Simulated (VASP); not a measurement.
Here is the system:

```yaml
crystal:
  lattice:
    - [-1.54454, 1.54454, 1.54454]
    - [1.54454, -1.54454, 1.54454]
    - [1.54454, 1.54454, -1.54454]
  atoms:
    - { symbol: W, position: [0.00000, 0.00000, 0.00000] }
```

Method: SCAN meta-GGA, VASP's PBE PAW potentials (set 64) (plane waves; VASP). Settings: 520 eV cut-off, 16×16×16 Γ-centred mesh, first-order Methfessel-Paxton smearing of 0.10 eV, potentials W_sv.

**Question.** Give the stress tensor in GPa (positive for a compressed cell).

**Answer.** 
```
22.73   0.00   0.00
 0.00  22.73   0.00
 0.00   0.00  22.73
```
The pressure is its mean diagonal, 22.73 GPa.

The compound is W in the bcc structure. This cell is one point of a volume scan, at 0.94 of the reference volume.
